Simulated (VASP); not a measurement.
Output of a VASP run:

File OUTCAR:
```
 ion  position               nearest neighbor table
   1  0.250  0.250  0.250-   3 2.62   3 2.62   3 2.62   3 2.62   2 3.03   2 3.03   2 3.03   2 3.03
                             2 3.03   2 3.03
   2  0.750  0.750  0.750-   3 2.62   3 2.62   3 2.62   3 2.62   1 3.03   1 3.03   1 3.03   1 3.03
                             1 3.03   1 3.03
   3  0.000  0.000  0.000-   2 2.62   2 2.62   2 2.62   1 2.62   1 2.62   1 2.62   2 2.62   1 2.62
  LATTYP: Found a face centered cubic cell.
 ALAT       =     6.0560771254
 Subroutine PRICEL returns:
 Original cell was already a primitive cell.
 Subroutine GETGRP returns: Found 48 space group operations
The static configuration has the point symmetry O_h .
The dynamic configuration has the point symmetry O_h .
 Subroutine INISYM returns: Found 48 space group operations
 Subroutine IBZKPT returns following result:
 Found     29 irreducible k-points:

 Following reciprocal coordinates:
            Coordinates               Weight
  0.000000  0.000000  0.000000      1.000000
  0.125000  0.000000  0.000000      8.000000
  0.250000  0.000000  0.000000      8.000000
  0.375000  0.000000  0.000000      8.000000
  0.500000  0.000000  0.000000      4.000000
  0.125000  0.125000  0.000000      6.000000
  0.250000  0.125000  0.000000     24.000000
  0.375000  0.125000  0.000000     24.000000
  0.500000  0.125000  0.000000     24.000000
 -0.375000  0.125000  0.000000     24.000000
 -0.250000  0.125000  0.000000     24.000000
 -0.125000  0.125000  0.000000     12.000000
  0.250000  0.250000  0.000000      6.000000
  0.375000  0.250000  0.000000     24.000000
  0.500000  0.250000  0.000000     24.000000
 -0.375000  0.250000  0.000000     24.000000
 -0.250000  0.250000  0.000000     12.000000
  0.375000  0.375000  0.000000      6.000000
  0.500000  0.375000  0.000000     24.000000
 -0.375000  0.375000  0.000000     12.000000
  0.500000  0.500000  0.000000      3.000000
  0.375000  0.250000  0.125000     24.000000
  0.500000  0.250000  0.125000     48.000000
 -0.375000  0.250000  0.125000     24.000000
  0.500000  0.375000  0.125000     24.000000
 -0.375000  0.375000  0.125000     48.000000
 -0.250000  0.375000  0.125000     24.000000
 -0.375000  0.500000  0.125000     12.000000
 -0.250000  0.500000  0.250000      6.000000
   k-points           NKPTS =     29   k-points in BZ     NKDIM =     29   number of bands    NBANDS=     12
   number of dos      NEDOS =    301   number of ions     NIONS =      3
   total plane-waves  NPLWV =  32768
   dimension x,y,z NGX =    32 NGY =   32 NGZ =   32
   dimension x,y,z NGXF=    64 NGYF=   64 NGZF=   64
   ions per type =               2   1
   PREC   = accura    normal or accurate (medium, high low for compatibility)
   ISTART =      0    job   : 0-new  1-cont  2-samecut
   ICHARG =      2    charge: 1-file 2-atom 10-const
   ISPIN  =      1    spin polarized calculation?
   LNONCOLLINEAR =      F non collinear calculations
   LSORBIT =      F    spin-orbit coupling
   INIWAV =      1    electr: 0-lowe 1-rand  2-diag
   ENCUT  =  520.0 eV  38.22 Ry    6.18 a.u.   7.96  7.96  7.96*2*pi/ulx,y,z
   NELM   =    100;   NELMIN=  2; NELMDL= -5     # of ELM steps
   EDIFF  = 0.1E-05   stopping-criterion for ELM
   LREAL  =      F    real-space projection
   NLSPLINE    = F    spline interpolate recip. space projectors
   LMAXMIX     =    6 max onsite mixed and CHGCAR
   VOSKOWN=      0    Vosko Wilk Nusair interpolation
   EDIFFG = -.2E-01   stopping-criterion for IOM
   NSW    =     60    number of steps for IOM
   NBLOCK =      1;   KBLOCK =     60    inner block; outer block
   IBRION =      2    ionic relax: 0-MD 1-quasi-New 2-CG
   NFREE  =      1    steps in history (QN), initial steepest desc. (CG)
   ISIF   =      3    stress and relaxation
   ISYM   =      2    0-nonsym 1-usesym 2-fastsym
   TEIN   =    0.0    initial temperature
   TEBEG  =    0.0;   TEEND  =   0.0 temperature during run
   SMASS  =  -3.00    Nose mass-parameter (am)
   PSTRESS=    0.0 pullay stress
   NELECT =      17.0000    total number of electrons
...
```

File OSZICAR:
```
       N       E                     dE             d eps       ncg     rms          rms(c)
DAV:   1     0.607471572198E+02    0.60747E+02   -0.70449E+03   704   0.117E+03
DAV:   2    -0.113261208228E+02   -0.72073E+02   -0.66842E+02   828   0.201E+02
DAV:   3    -0.132522900710E+02   -0.19262E+01   -0.18963E+01   864   0.325E+01
DAV:   4    -0.132698930409E+02   -0.17603E-01   -0.17598E-01   820   0.365E+00
DAV:   5    -0.132701607060E+02   -0.26767E-03   -0.26766E-03   880   0.483E-01    0.880E+00
DAV:   6    -0.121284189178E+02    0.11417E+01   -0.63780E+00   780   0.283E+01    0.407E+00
DAV:   7    -0.120550936977E+02    0.73325E-01   -0.29098E-01   728   0.647E+00    0.183E+00
DAV:   8    -0.120280640696E+02    0.27030E-01   -0.26998E-02   820   0.129E+00    0.409E-01
DAV:   9    -0.120269488490E+02    0.11152E-02   -0.37606E-03   768   0.733E-01    0.189E-01
DAV:  10    -0.120270989485E+02   -0.15010E-03   -0.25837E-04   760   0.132E-01    0.358E-02
DAV:  11    -0.120270942374E+02    0.47110E-05   -0.93726E-06   844   0.279E-02    0.136E-02
DAV:  12    -0.120270961916E+02   -0.19542E-05   -0.47605E-06   740   0.150E-02    0.323E-03
DAV:  13    -0.120270962359E+02   -0.44334E-07   -0.21813E-07   444   0.504E-03
   1 F= -.12027096E+02 E0= -.12026286E+02  d E =-.120271E+02
```

File OUTCAR:
```
------------------------ aborting loop because EDIFF is reached ----------------------------------------
  FORCE on cell =-STRESS in cart. coord.  units (eV):
  Direction    XX          YY          ZZ          XY          YZ          ZX
  --------------------------------------------------------------------------------------
  Total       -0.0339936     -0.0339936     -0.0339936     -0.0000000      0.0000000      0.0000000
  in kB       -0.9808292     -0.9808292     -0.9808292     -0.0000000      0.0000000      0.0000000
  external PRESSURE =      -0.9808292 kB  Pullay stress =       0.0000000 kB
  volume of cell :       55.53
      direct lattice vectors                 reciprocal lattice vectors
     0.000000000  3.028038563  3.028038563    -0.165123392  0.165123392  0.165123392
     3.028038563  0.000000000  3.028038563     0.165123392 -0.165123392  0.165123392
     3.028038563  3.028038563  0.000000000     0.165123392  0.165123392 -0.165123392
 POSITION                                       TOTAL-FORCE (eV/Angst)
 -----------------------------------------------------------------------------------
      1.51402      1.51402      1.51402        -0.000000     -0.000000      0.000000
      4.54206      4.54206      4.54206         0.000000      0.000000     -0.000000
      0.00000      0.00000      0.00000        -0.000000     -0.000000     -0.000000
 -----------------------------------------------------------------------------------
    total drift:                                0.000000     -0.000000      0.000000
  FREE ENERGIE OF THE ION-ELECTRON SYSTEM (eV)
  ---------------------------------------------------
  free  energy   TOTEN  =       -12.0270962359 eV

  energy  without entropy=      -12.0246666988  energy(sigma->0) =      -12.02628639

 reached required accuracy - stopping structural energy minimisation
```
(Selected blocks of OUTCAR.)

**POSCAR**
```
AuAl2
1
   -0.0000000000     3.0280385627     3.0280385627
    3.0280385627    -0.0000000000     3.0280385627
    3.0280385627     3.0280385627     0.0000000000
Al Au
2 1
Direct
  0.2500000000   0.2500000000   0.2500000000
  0.7500000000   0.7500000000   0.7500000000
  0.0000000000   0.0000000000   0.0000000000
```

Task: Reconstruct the remaining input files.

Result: Several could match; the one computed here: the input of the run itself, PBE GGA, plane waves, VASP's PBE PAW potentials (set 64).

### INCAR
```
# general
SYSTEM =AuAl2
PREC   =Accurate
ENCUT  =520   # plane-wave cut-off (eV)
LREAL  =.FALSE.   # projection in real space or not
LASPH  =.TRUE.

# electronic loop
EDIFF  =1E-6   # SCF stop (eV)
NELM   =100   # most electronic steps
ALGO   =Normal
LMAXMIX=6

# smearing
ISMEAR =1   # Methfessel-Paxton
SIGMA  =0.1   # width (eV)

# functional
GGA    =PE   # PBE

# ions
IBRION =2   # conjugate gradients
NSW    =60   # most ionic steps
ISIF   =3
EDIFFG =-0.02

# output
LWAVE  =.FALSE.
LCHARG =.FALSE.
```

KPOINTS:
```
Automatic mesh
0
Gamma
8 8 8
0 0 0
```

POTCAR, in this order: Al Au (PBE.64 set). Program: vasp_std.

The compound is AuAl2 in the fluorite structure. It was relaxed first. The start is the result of an earlier pass. The electron count is odd and the run is not spin-polarised, which forces a metal.
